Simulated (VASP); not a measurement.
Calculation: HSE06 screened hybrid, VASP's PBE PAW potentials (set 64) (plane waves; VASP).

VASP input:

**POSCAR**
```
C35Si35
1
    4.6409808260    -8.0384148411     0.0000000000
    4.6409808260     8.0384148411     0.0000000000
    0.0000000000     0.0000000000    10.1276834096
Si C
35 35
Direct
  0.0001353160   0.9994445915   0.0005755231
  0.9996786403   0.9974153794   0.5016746289
  0.2208860549   0.1084300661   0.7533235892
  0.1108962596   0.2224214411   0.2493803106
  0.9992491974   0.3327941452   0.0010049062
  0.9999234696   0.3288709505   0.4967801656
  0.2211101074   0.4451062746   0.7515467270
  0.1107752524   0.5551262459   0.2507223285
  0.9993995868   0.6656827883   0.0010988086
  0.9991919583   0.6652096570   0.4998781224
  0.2204528190   0.7749534036   0.7513447391
  0.1105684356   0.8878759503   0.2510857873
  0.3324398811   0.9994551086   0.0006566683
  0.3310008799   0.9973396033   0.5018018807
  0.5555263177   0.1108164709   0.7526311157
  0.4446060940   0.2224211872   0.2495739643
  0.3326899717   0.3322777965   0.0015381641
  0.5577457795   0.4453607213   0.7517083002
  0.4455338312   0.5580194857   0.2492083619
  0.3330836443   0.6671315841   0.0008570677
  0.3349901086   0.6676620888   0.4981289939
  0.5549448941   0.7766643815   0.7518749415
  0.4437169642   0.8895701245   0.2517812666
  0.6668139300   0.0004944480   0.0012226207
  0.6648277801   0.9963985369   0.4993339403
  0.8883813929   0.1107521897   0.7526093685
  0.7773940177   0.2217186792   0.2498382964
  0.6667191641   0.3327519270   0.0011006570
  0.6622712258   0.3291311859   0.4970269869
  0.8881540954   0.4431022088   0.7522182638
  0.7775211134   0.5550695591   0.2507393214
  0.6672834471   0.6672515454   0.0008940780
  0.6660488256   0.6674595733   0.4984564715
  0.8876380357   0.7749808021   0.7513306281
  0.7790232461   0.8894335511   0.2518432249
  0.9998562474   0.9983869276   0.8108972627
  0.0038799218   0.0018249831   0.3152655924
  0.1090134190   0.2205810438   0.0596098313
  0.9990976296   0.3319787790   0.8140109614
  0.9991972133   0.3321041083   0.3116631290
  0.2079447777   0.4568783309   0.5679464442
  0.1109495594   0.5550078153   0.0619445940
  0.9991288310   0.6650925429   0.8134112101
  0.9994592774   0.6657024203   0.3132350569
  0.2200608156   0.7780398904   0.5625182816
  0.1107047723   0.8882778835   0.0618998296
  0.3316548945   0.9982971905   0.8108949930
  0.3311746017   0.0018780851   0.3154105178
  0.5521426059   0.1100982964   0.5632455084
  0.4446159860   0.2205482086   0.0599398540
  0.3323555717   0.3312325404   0.8080073286
  0.3337551059   0.3350555247   0.2871522845
  0.5828651875   0.4573316539   0.5688038048
  0.4451491572   0.5571648832   0.0590452451
  0.3332858707   0.6665187973   0.8139655994
  0.3334404861   0.6677581863   0.3120716937
  0.5548061939   0.7763262485   0.5621599803
  0.4438075080   0.8901744236   0.0621525789
  0.6661399442   0.9991573414   0.8134299297
  0.6666096570   0.9999498060   0.3129958347
  0.8912414259   0.1100754810   0.5632407231
  0.7775449960   0.2218754285   0.0620311850
  0.6661306552   0.3318965590   0.8143582490
  0.6660013820   0.3321461818   0.3117843335
  0.8886763613   0.4439524642   0.5631643802
  0.7772687743   0.5550351350   0.0619721849
  0.6665025669   0.6667981620   0.8142059357
  0.6674101789   0.6675701581   0.3122356662
  0.8914460397   0.7783321090   0.5624146483
  0.7795736474   0.8902607578   0.0622431291
```

**INCAR**
```
SYSTEM = C35Si35
PREC = Normal; ENCUT = 400; LREAL = Auto
LASPH = T; ISYM = 0; NELECT = 279.0
EDIFF = 1E-5; NELM = 50; NELMIN = 4
ALGO = Normal
ISMEAR = 0; SIGMA = 0.05
GGA = PE; LHFCALC = T; AEXX = 0.25
HFSCREEN = 0.2; PRECFOCK = Fast
ISPIN = 2; MAGMOM = 70*0.0143; NUPDOWN = 1
ISIF = 0
LWAVE = F; LCHARG = F; LORBIT = 10
```

### KPOINTS
```
Automatic mesh
0
Gamma
1 1 1
0 0 0
```

POTCAR, in this order: Si C (PBE.64 set). Program: vasp_gam. Read from the step before: WAVECAR.

The resulting files:

OSZICAR:
```
       N       E                     dE             d eps       ncg     rms          rms(c)
DAV:   1    -0.604943468221E+03   -0.60494E+03   -0.11050E+01   704   0.787E+00    0.155E+01
DAV:   2    -0.605051512355E+03   -0.10804E+00   -0.41811E-01   784   0.138E+00    0.111E+01
DAV:   3    -0.605064779826E+03   -0.13267E-01   -0.10443E-01   872   0.546E-01    0.664E+00
DAV:   4    -0.605088184440E+03   -0.23405E-01   -0.72814E-02   936   0.384E-01    0.385E+00
DAV:   5    -0.605107812964E+03   -0.19629E-01   -0.47919E-02   936   0.329E-01    0.221E+00
DAV:   6    -0.605119707196E+03   -0.11894E-01   -0.26226E-02   952   0.270E-01    0.128E+00
DAV:   7    -0.605125316054E+03   -0.56089E-02   -0.11658E-02   952   0.195E-01    0.739E-01
DAV:   8    -0.605127503485E+03   -0.21874E-02   -0.45303E-03   960   0.129E-01    0.435E-01
DAV:   9    -0.605128233480E+03   -0.73000E-03   -0.16326E-03   920   0.812E-02    0.258E-01
DAV:  10    -0.605128448469E+03   -0.21499E-03   -0.56058E-04   976   0.503E-02    0.153E-01
DAV:  11    -0.605128503548E+03   -0.55078E-04   -0.17730E-04   880   0.298E-02    0.920E-02
DAV:  12    -0.605128515676E+03   -0.12129E-04   -0.54746E-05   720   0.177E-02    0.557E-02
DAV:  13    -0.605128517764E+03   -0.20883E-05   -0.17354E-05   544   0.109E-02
   1 F= -.60512852E+03 E0= -.60512852E+03  d E =-.267587E-13  mag=     1.0000
```

OUTCAR:
```
------------------------ aborting loop because EDIFF is reached ----------------------------------------
  volume of cell :      755.65
      direct lattice vectors                 reciprocal lattice vectors
     4.640980826 -8.038414841  0.000000000     0.107735847 -0.062201318  0.000000000
     4.640980826  8.038414841  0.000000000     0.107735847  0.062201318  0.000000000
     0.000000000  0.000000000 10.127683410     0.000000000  0.000000000  0.098739263
  FREE ENERGIE OF THE ION-ELECTRON SYSTEM (eV)
  ---------------------------------------------------
  free  energy   TOTEN  =      -605.1285177645 eV

  energy  without entropy=     -605.1285177645  energy(sigma->0) =     -605.12851776

  exchange ACFDT corr.  =         0.00000000  see jH, gK, PRB 81, 115126

 total charge

# of ion       s       p       d       tot
------------------------------------------
    1        0.703   0.977   0.000   1.680
    2        0.737   0.902   0.000   1.639
    3        0.726   0.913   0.000   1.639
    4        0.706   0.991   0.000   1.697
    5        0.704   0.983   0.000   1.687
    6        0.711   0.988   0.000   1.698
    7        0.706   0.987   0.000   1.693
    8        0.705   0.973   0.000   1.678
    9        0.703   0.977   0.000   1.679
   10        0.706   0.982   0.000   1.688
   11        0.706   0.977   0.000   1.683
   12        0.705   0.977   0.000   1.683
   13        0.703   0.977   0.000   1.680
   14        0.737   0.902   0.000   1.638
   15        0.706   0.976   0.000   1.682
   16        0.706   0.990   0.000   1.695
   17        0.702   0.954   0.000   1.656
   18        0.706   0.988   0.000   1.694
   19        0.706   0.989   0.000   1.695
   20        0.703   0.980   0.000   1.684
   21        0.709   0.984   0.000   1.693
   22        0.704   0.973   0.000   1.678
   23        0.707   0.963   0.000   1.670
   24        0.703   0.976   0.000   1.678
   25        0.713   0.953   0.000   1.666
   26        0.706   0.976   0.000   1.682
   27        0.706   0.978   0.000   1.685
   28        0.704   0.983   0.000   1.687
   29        0.711   0.986   0.000   1.697
   30        0.705   0.976   0.000   1.681
   31        0.705   0.973   0.000   1.679
   32        0.703   0.981   0.000   1.684
   33        0.709   0.984   0.000   1.693
   34        0.706   0.976   0.000   1.683
   35        0.707   0.963   0.000   1.670
   36        0.829   1.713   0.000   2.542
   37        0.829   1.707   0.000   2.536
   38        0.830   1.722   0.000   2.552
   39        0.828   1.725   0.000   2.553
   40        0.827   1.730   0.000   2.557
   41        0.876   1.578   0.000   2.454
   42        0.827   1.721   0.000   2.548
   43        0.826   1.727   0.000   2.553
   44        0.826   1.724   0.000   2.550
   45        0.837   1.698   0.000   2.535
   46        0.827   1.720   0.000   2.547
   47        0.829   1.713   0.000   2.542
   48        0.828   1.707   0.000   2.536
   49        0.837   1.682   0.000   2.519
   50        0.830   1.722   0.000   2.552
   51        0.830   1.688   0.000   2.518
   52        0.862   1.639   0.000   2.501
   53        0.872   1.593   0.000   2.465
   54        0.830   1.716   0.000   2.546
   55        0.828   1.727   0.000   2.555
   56        0.827   1.726   0.000   2.554
   57        0.830   1.721   0.000   2.550
   58        0.829   1.715   0.000   2.543
   59        0.825   1.723   0.000   2.548
   60        0.826   1.723   0.000   2.549
   61        0.837   1.682   0.000   2.519
   62        0.828   1.730   0.000   2.558
   63        0.828   1.726   0.000   2.554
   64        0.827   1.730   0.000   2.557
   65        0.839   1.659   0.000   2.498
   66        0.827   1.721   0.000   2.548
   67        0.827   1.728   0.000   2.556
   68        0.827   1.725   0.000   2.552
   69        0.837   1.699   0.000   2.536
   70        0.829   1.715   0.000   2.543
--------------------------------------------------
tot         53.935  93.685   0.000 147.620

 magnetization (x)

# of ion       s       p       d       tot
------------------------------------------
    1        0.001   0.001   0.000   0.002
    2        0.002   0.002   0.000   0.003
    3        0.001   0.003   0.000   0.004
    4       -0.004  -0.008   0.000  -0.011
    5       -0.000   0.000   0.000   0.000
    6        0.004   0.011   0.000   0.015
    7        0.003   0.007   0.000   0.009
    8        0.000   0.000   0.000   0.000
    9       -0.000   0.000   0.000  -0.000
   10        0.000  -0.000   0.000   0.000
   11        0.000   0.000   0.000   0.000
   12       -0.000  -0.000   0.000  -0.000
   13        0.001   0.001   0.000   0.002
   14       -0.002  -0.003   0.000  -0.004
   15        0.000  -0.000   0.000  -0.000
...
```
(Selected blocks of OUTCAR.)

The cell is charged, with a uniform compensating background. The supercell is sampled at Γ alone, which is coarse: total energies, pressure and levels can be off, energies of defects by several tenths of an eV.

The cell is a supercell with a defect, built from SiC (4h): vac_Si-vac_C, charge +1. The cell's shape comes from a PBE relaxation.
